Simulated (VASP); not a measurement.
Shape and ions are relaxed at each volume.

Energy against volume of GaN (wurtzite). The numbers are results of rev-vdW-DF2, VASP's PBE PAW potentials (set 64) (plane waves; VASP), not measurements.

```
V (Å³/atom)  E (eV/atom)
-----------  -----------
10.883          -4.05017
11.230          -4.07017
11.577          -4.07647
11.925          -4.07113
12.272          -4.05592
```

Task: Fit a third-order Birch-Murnaghan equation of state.

Result: 
```
Property                                        Result
---------------------------------------  -------------
volume per atom                          11.58 Å³/atom
bulk modulus                                   178 GPa
pressure derivative of the bulk modulus           4.46
```

The compound is GaN in the wurtzite structure. It was relaxed first.
